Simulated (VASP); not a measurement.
# From one sheet to two: 1T-PtS2 monolayer, part 6 of 6

Aim: relax 1T-PtS2 monolayer, place its levels against the vacuum, then find how two sheets stack and bind.

VASP 6.6.1, plane waves and PAW; the level of theory is named at each step.

So far. Step 12 (A rigid stacking): Energy at zero smearing: -20.19576 eV. Step 13 (Relaxing the bilayer): The run ended after 19 ionic steps, 0.031 eV below its first step, once the forces on the free atoms met EDIFFG = -0.004.

## Step 14: Levels and bands of the bilayer

Level of this step: optB86b-vdW; plane waves and PAW (Pt, S) (VASP).

The same static run as for one sheet shows what the neighbour does to the levels.

File INCAR:

```
SYSTEM = PtS2
PREC = Normal
ENCUT = 350
EDIFF = 1E-06
NELM = 120
ISMEAR = 0
SIGMA = 0.03
LREAL = .FALSE.
ALGO = Fast
GGA = MK
AGGAC = 0
LUSE_VDW = .TRUE.
PARAM1 = 0.1234
PARAM2 = 1
LASPH = .TRUE.
NBANDS = 28
LORBIT = 11
LWAVE = .FALSE.
LCHARG = .FALSE.
KPAR = 4
IDIPOL = 3
LDIPOL = .TRUE.
DIPOL = 0.5 0.5 0.5
LVHAR = .TRUE.
LVACPOTAV = .TRUE.
NEDOS = 1500
```

File POSCAR:

```
PtS2
1.0
    3.5376312987      0.0000000000      0.0000000000
   -1.7688156493      3.0636785739      0.0000000000
    0.0000000000      0.0000000000     25.1032839472
Pt S
2 4
Direct
    0.0000000000      0.0000000000      0.3992745208
    0.0000000000      0.0000000000      0.6007254792
    0.3333333300      0.6666666700      0.3490697780
    0.6666666700      0.3333333300      0.4486300620
    0.3333333300      0.6666666700      0.5513699380
    0.6666666700      0.3333333300      0.6509302220
```

File KPOINTS:

```
Automatic mesh
0
Gamma
12 12 1
0 0 0
```

File KPOINTS_OPT:

```
Line mode
14
Line-mode
Reciprocal
  0.00000000   0.00000000   0.00000000 GAMMA
  0.50000000   0.00000000   0.00000000 M

  0.50000000   0.00000000   0.00000000 M
  0.33333333   0.33333333   0.00000000 K

  0.33333333   0.33333333   0.00000000 K
  0.00000000   0.00000000   0.00000000 GAMMA
```

PAW data sets: Pt and S (PBE family, release 64).

Launch:

```sh
$ mpirun -np 4 vasp_std
```

Log:

```text
[... set-up lines as in an earlier step ...]
 entering main loop
       N       E                     dE             d eps       ncg     rms          rms(c)
DAV:   1     0.289128302436E+03    0.28913E+03   -0.14428E+04  1064   0.929E+02
DAV:   2     0.581640055789E+01   -0.28331E+03   -0.27360E+03  1508   0.214E+02
DAV:   3    -0.220254953256E+02   -0.27842E+02   -0.27157E+02  1296   0.741E+01
DAV:   4    -0.228620062708E+02   -0.83651E+00   -0.82873E+00  1408   0.138E+01
DAV:   5    -0.228801633626E+02   -0.18157E-01   -0.18142E-01  1340   0.210E+00    0.247E+01
RMM:   6    -0.206326435069E+02    0.22475E+01   -0.14612E+01  1095   0.183E+01    0.149E+01
RMM:   7    -0.203094408387E+02    0.32320E+00   -0.20435E+00  1081   0.813E+00    0.615E+00
RMM:   8    -0.202206857694E+02    0.88755E-01   -0.21081E-01  1139   0.266E+00    0.932E-01
RMM:   9    -0.202268502413E+02   -0.61645E-02   -0.11578E-01  1171   0.148E+00    0.330E-01
RMM:  10    -0.202263616581E+02    0.48858E-03   -0.14286E-02  1215   0.704E-01    0.220E-01
RMM:  11    -0.202265660977E+02   -0.20444E-03   -0.34977E-03  1368   0.313E-01    0.131E-01
RMM:  12    -0.202266501344E+02   -0.84037E-04   -0.66251E-04  1207   0.145E-01    0.808E-02
RMM:  13    -0.202266737603E+02   -0.23626E-04   -0.18026E-04  1296   0.746E-02    0.449E-02
RMM:  14    -0.202266793535E+02   -0.55931E-05   -0.54979E-05  1445   0.335E-02    0.453E-02
RMM:  15    -0.202266803937E+02   -0.10403E-05   -0.23173E-06   837   0.738E-03    0.446E-02
RMM:  16    -0.202266990792E+02   -0.18685E-04   -0.14804E-05  1308   0.148E-02    0.279E-02
RMM:  17    -0.202267277312E+02   -0.28652E-04   -0.12726E-05  1263   0.146E-02    0.200E-02
RMM:  18    -0.202267421215E+02   -0.14390E-04   -0.19605E-06   774   0.649E-03    0.165E-02
RMM:  19    -0.202267507200E+02   -0.85985E-05   -0.38548E-06   884   0.777E-03    0.383E-03
RMM:  20    -0.202267591443E+02   -0.84243E-05   -0.15893E-06   754   0.483E-03    0.338E-03
RMM:  21    -0.202267678143E+02   -0.86700E-05   -0.20526E-06   819   0.478E-03    0.214E-03
RMM:  22    -0.202267724431E+02   -0.46288E-05   -0.79532E-07   692   0.292E-03    0.258E-03
RMM:  23    -0.202267741297E+02   -0.16865E-05   -0.60816E-07   574   0.226E-03    0.358E-03
RMM:  24    -0.202267742617E+02   -0.13201E-06   -0.13764E-07   297   0.150E-03
 [... a notice as in an earlier step ...]

   1 F= -.20226774E+02 E0= -.20226774E+02  d E =-.271051E-12
 Start KPOINTS_OPT (optional k-point list driver)
k-point batch [1-19\42]
       N       E                     dE             ncg
DAV:   1     0.830144909919E+03   -0.13076E+05     1064
DAV:   2    -0.468347938809E+04   -0.55136E+04     1448
DAV:   3    -0.521337379870E+04   -0.52989E+03     1304
DAV:   4    -0.522963902442E+04   -0.16265E+02     1388
DAV:   5    -0.523003720256E+04   -0.39818E+00     1320
DAV:   6    -0.523005145389E+04   -0.14251E-01     1540
DAV:   7    -0.523005182680E+04   -0.37292E-03     1352
DAV:   8    -0.523005184917E+04   -0.22373E-04     1412
DAV:   9    -0.523005184951E+04   -0.33365E-06      920
[...]
k-point batch [39-42\42]
       N       E                     dE             ncg
DAV:   1     0.158964500650E+05   -0.24540E+02      224
DAV:   2     0.147487193163E+05   -0.11477E+04      284
DAV:   3     0.146133537083E+05   -0.13537E+03      288
DAV:   4     0.146083837580E+05   -0.49700E+01      292
DAV:   5     0.146081357166E+05   -0.24804E+00      304
DAV:   6     0.146081312736E+05   -0.44430E-02      312
DAV:   7     0.146081312198E+05   -0.53826E-04      312
DAV:   8     0.146081312182E+05   -0.16077E-05      292
DAV:   9     0.146081312182E+05   -0.26712E-07      196
```

Elapsed: 67 s, on 4 MPI ranks of Intel Xeon Platinum 8488C (Sapphire Rapids), shared host; peak memory 1.8 GiB; 4.4 min of CPU time.

From OUTCAR (step 14):

```text
   NELECT =      44.0000    total number of electrons

 E-fermi :  -0.7010

 k-point     1 :       0.0000    0.0000    0.0000
  band No.  band energies     occupation
    ...
     18      -1.8742      2.00000
     19      -1.8742      2.00000
     20      -1.7306      2.00000
     21      -1.7306      2.00000
     22      -1.1942      2.00000
     23       1.4760      0.00000
     24       1.4760      0.00000
     25       1.7803      0.00000
     26       1.7803      0.00000
     27       3.6698      0.00000
    ...

Total vdW correction in eV:      6.5356355

  Total        0.8108437      0.8108437     -0.1785724      0.0000000      0.0000000     -0.0000000
  in kB        4.7748689      4.7748689     -1.0515710      0.0000000      0.0000000     -0.0000000
  external PRESSURE =       2.8327222 kB  Pullay stress =       0.0000000 kB

 POSITION                                       TOTAL-FORCE (eV/Angst)
 -----------------------------------------------------------------------------------
      0.00000      0.00000     10.02310         0.000000     -0.000000     -0.000133
      0.00000      0.00000     15.08018         0.000000      0.000000      0.000133
     -0.00000      2.04245      8.76280         0.000000      0.000000     -0.000938
      1.76882      1.02123     11.26209         0.000000      0.000000      0.000619
     -0.00000      2.04245     13.84120         0.000000      0.000000     -0.000619
      1.76882      1.02123     16.34049        -0.000000     -0.000000      0.000938
 -----------------------------------------------------------------------------------
    total drift:                               -0.000000      0.000000     -0.000000

  FREE ENERGIE OF THE ION-ELECTRON SYSTEM (eV)
  ---------------------------------------------------
  free  energy   TOTEN  =       -20.2267742617 eV

  energy  without entropy=      -20.2267742617  energy(sigma->0) =      -20.22677426

Total vdW correction in eV:      6.5355998

 vacuum level on the upper side and lower side of the slab         4.969         4.969

[... 9 parts as in an earlier step ...]

[... 9 further parts left out ...]
```

Numbers from this step:

* electronic cycles: 24
* Fermi energy: -0.701 eV
* least gap on mesh and path: 0.9068 eV
* least direct gap on mesh and path: 1.340 eV
* dipole moment: 0, 0, 0 e·Å
* vacuum levels: 4.969, 4.969 eV
* ionisation potentials of the upper and lower face: 5.804, 5.804 eV
* electron affinities of the upper and lower face: 4.897, 4.897 eV

Electronic bands along the path, in eV, zero at the valence-band top; v1 is the highest filled band, c1 the lowest empty one:

| point | v4 | v3 | v2 | v1 | c1 | c2 | c3 | c4 |
| --- | --- | --- | --- | --- | --- | --- | --- | --- |
| Γ | -1.04 | -0.90 | -0.90 | -0.36 | 2.31 | 2.31 | 2.62 | 2.62 |
| 0.46 of the way | -1.11 | -0.92 | -0.92 | -0.42 | 0.95 | 1.54 | 1.85 | 2.24 |
| M | -2.54 | -2.39 | -2.34 | -1.64 | 1.88 | 2.00 | 2.29 | 2.47 |
| 0.46 of the way | -2.14 | -1.81 | -1.57 | -1.24 | 1.52 | 1.61 | 1.78 | 2.29 |
| K | -1.61 | -1.61 | -1.30 | -1.30 | 1.13 | 1.13 | 1.86 | 1.86 |
| 0.46 of the way | -1.52 | -1.22 | -0.98 | -0.48 | 1.22 | 1.40 | 1.40 | 2.01 |
| Γ | -1.04 | -0.90 | -0.90 | -0.36 | 2.31 | 2.31 | 2.62 | 2.62 |

Of the projections kept (Pt, S), the largest for each band there; the rest of the weight can lie on other orbitals:

```
point       v4       v3       v2       v1       c1       c2       c3      c4
    Γ   S 0.90   S 0.90   S 0.90   S 0.83   S 0.58   S 0.58   S 0.58  S 0.58
    M   S 0.77  Pt 0.82  Pt 0.67   S 0.81  Pt 0.58   S 0.54  Pt 0.52  S 0.57
    K  Pt 0.75  Pt 0.75  Pt 0.67  Pt 0.67  Pt 0.59  Pt 0.59   S 0.52  S 0.52
    Γ   S 0.90   S 0.90   S 0.90   S 0.83   S 0.58   S 0.58   S 0.58  S 0.58
```

The planar average of the electrostatic potential oscillates, so the rows of the table below give means over windows of 0.5 Å about each position, cut where the curve ends. Its maxima inside the range that stand out by 2 % of the span (Å: eV): 9.41: -9.73, 10.67: -10.2, 12.55: 4.06, 14.43: -10.2, 15.69: -9.73. Its minima: 8.79: -11.5, 10.04: -13.1, 11.19: -11.7, 13.91: -11.7, 15.06: -13.1, 16.32: -11.5.

Zero at the Fermi level. Table of planar average of the electrostatic potential by height; means over each step:

```
height (Å)  planar average of the electrostatic potential (eV)
       0.0                                                5.67
       0.5                                                5.67
       1.0                                                5.67
       1.5                                                5.67
       2.0                                                5.67
       2.5                                                5.67
       3.0                                                5.67
       3.5                                                5.67
       4.0                                                5.67
       4.5                                                5.67
       5.0                                                5.67
       5.5                                                5.67
       6.0                                                5.66
       6.5                                                5.62
       7.0                                                5.45
       7.5                                                4.68
       8.0                                                1.09
       8.5                                               -8.18
       9.0                                               -10.9
       9.5                                               -10.4
      10.0                                               -12.8
      10.5                                               -10.9
      11.0                                               -11.1
      11.5                                               -8.65
      12.0                                               0.510
      12.5                                                3.85
      13.0                                                1.83
      13.5                                               -6.91
      14.0                                               -11.3
      14.5                                               -10.6
      15.0                                               -12.7
      15.5                                               -10.9
      16.0                                               -10.5
      16.5                                               -9.61
      17.0                                              -0.567
      17.5                                                4.33
      18.0                                                5.37
      18.5                                                5.60
      19.0                                                5.65
      19.5                                                5.67
      20.0                                                5.67
      20.5                                                5.67
      21.0                                                5.67
      21.5                                                5.67
      22.0                                                5.67
      22.5                                                5.67
      23.0                                                5.67
      23.5                                                5.67
      24.0                                                5.67
      24.5                                                5.67
```

Density of states in the PAW spheres, an atom over height of the layer and energy from the Fermi level.

Values in states/eV, 22 rows by 6 columns, each cell a mean:
```
0.00 0.00 0.00 0.00 0.00 0.00
0.02 0.02 0.04 0.04 0.02 0.02
0.11 0.13 0.15 0.15 0.13 0.11
0.34 0.41 0.29 0.29 0.41 0.34
0.72 1.08 0.65 0.65 1.08 0.72
0.55 1.15 0.54 0.54 1.15 0.55
0.53 1.23 0.44 0.44 1.23 0.53
0.30 0.86 0.28 0.28 0.86 0.30
0.38 2.28 0.33 0.33 2.28 0.38
0.23 2.36 0.27 0.27 2.36 0.23
0.09 0.45 0.09 0.09 0.45 0.09
0.14 1.40 0.14 0.14 1.40 0.14
0.41 2.02 0.46 0.46 2.02 0.41
0.42 1.57 0.30 0.30 1.57 0.42
0.25 0.88 0.21 0.21 0.88 0.25
0.39 1.29 0.44 0.44 1.29 0.39
0.46 2.15 0.44 0.44 2.15 0.46
0.42 2.08 0.50 0.50 2.08 0.42
0.22 0.96 0.37 0.37 0.96 0.22
0.12 0.41 0.15 0.15 0.41 0.12
0.01 0.03 0.01 0.01 0.03 0.01
0.00 0.00 0.00 0.00 0.00 0.00
```
Columns: height of the layer (Å) from 8.8 to 16.3 (not evenly spaced); rows upwards: energy from the Fermi level (eV) from -7.9 to 0.5.

The map of layer states is cut here 0.5 eV above the Fermi level, so it leaves out the states above that.

The vacuum level lies 5.80 eV above the highest filled level at the upper face; both faces agree, as the slab has next to no dipole.

The program found no field-free point at its default tolerance, but its printed level agrees with the flat part of the planar average.

## Step 15: Putting the energies together

This step: monolayer and bilayer, optB86b-vdW; plane waves and PAW (VASP 6.6.1).

This step runs nothing: it gathers the runs above.

Numbers from this step:

```
polarisability per area of the slab or monolayer : 0.3590 Å
gap with spin orbit                              : 1.735 eV
binding energy                                   : -25.20 meV/Å²
interlayer gap                                   : 2.579 Å
bilayer gap                                      : 0.9068 eV
bilayer level below vacuum                       : 5.804 eV
lattice a                                        : 3.538 Å
lattice b                                        : 3.538 Å
thickness                                        : 2.502 Å
monolayer gap                                    : 1.788 eV
ionisation potential at the upper face           : 6.507 eV
```

VASP counts both for electrons: a positive EFIELD is a field along -c, and a positive dipole, in electrons times A, points along -c. Field, by row:

```csv
EFIELD (eV/Å),dipole along z of the monolayer (e Å),energy change of the monolayer (eV)
-0.1,-0.02699,-0.001355
0,0,0
0.1,0.02706,-0.001357
```

Rigid sheets, 3.1 Å apart. Stackings, by row:

```
                              stacking  energy above the lowest (meV/Å²)
     same orientation, shift 0.00 0.00                                 0
turned by 180 degrees, shift 0.33 0.67                           0.01895
     same orientation, shift 0.67 0.33                             1.167
     same orientation, shift 0.33 0.67                             15.41
turned by 180 degrees, shift 0.00 0.00                             16.91
```

The polarisability is the slope of the dipole against the field, as a volume for each unit of area.

## Step 16: What came out

```yaml
lattice_a: 3.54 Å
monolayer_gap: 1.79 eV
gap_with_spin_orbit: 1.73 eV
binding_energy: -25.2 meV/Å²
interlayer_gap: 2.58 Å
bilayer_gap: 0.907 eV
polarisability_per_area_of_the_slab_or_monolayer: 0.359 Å
```

The monolayer relaxes to a = 3.538 Å and has a gap of 1.79 eV (1.73 eV with spin-orbit coupling). The ionisation potential is 6.51 eV at both faces. Of 5 rigid stackings the lowest has the upper sheet in the same orientation and shifted by (0.00, 0.00) in cell vectors, and the highest lies 16.9 meV/Å² above it. Relaxed, the sheets lie 2.58 Å apart and bind by 25.2 meV/Å². The next stacking lies close, and only the lowest was relaxed, so the order could change. The second sheet narrows the gap, to 0.91 eV. All runs are without spin polarisation. The bilayer keeps the monolayer's lattice, and only high-symmetry stackings were tried. Semilocal gaps are too small. Levels against the vacuum, binding and the bilayer's gap are without spin-orbit coupling.

[Lines on the potential files, build, host, timing and source positions are cut from VASP's logs without a mark.]

[Logs are printed without paths, hosts, clocks, repeated set-up lines and the standing remarks that a program may print on its own settings, such as how far it seeks lower states.]

[Hosts, paths, dates, database ids (printed as entryN), source tags and the programs' standing remarks are cut or masked in the printed files.]

[Runs that stopped without an error message from VASP are left out.]
